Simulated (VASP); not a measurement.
Method: PBE GGA, VASP's PBE PAW potentials (set 64) (plane waves; VASP).

Input for VASP

INCAR:
```
SYSTEM = WC
PREC = Accurate
ENCUT = 620
EDIFF = 1E-6
NELM = 100
ALGO = Normal
LREAL = .FALSE.
LASPH = .TRUE.
ISMEAR = 1
SIGMA = 0.1
GGA = PE
LMAXMIX = 6
LWAVE = .FALSE.
LCHARG = .FALSE.
IBRION = 2
ISIF = 3
NSW = 40
EDIFFG = -0.02
```

### POSCAR
```
WC
1
    1.4624212897    -2.5329880520    -0.0000000000
    1.4624212897     2.5329880520     0.0000000000
    0.0000000000    -0.0000000000     2.8483751412
W C
1 1
Direct
  0.0000000000   0.0000000000   0.0000000000
  0.3333330000   0.6666670000   0.5000000000
```

File KPOINTS:
```
K-points
0
Gamma
 14 14 13
```

POTCAR, in this order: W_sv C (PBE.64 set). Program: vasp_std.

Task: What will the output report for the number of irreducible k-points (NKPTS), largest plane-wave count, number of space-group operations, FFT grid (NGX, NGY, NGZ)?

Result: 
* **number of irreducible k-points (NKPTS)**: 168
* **largest plane-wave count**: 756
* **number of space-group operations**: 12
* **FFT grid (NGX, NGY, NGZ)**: 24 × 24 × 24

The compound is WC in the wc structure. This run relaxes it. Symmetry was kept, so distortions that lower it aren't found.
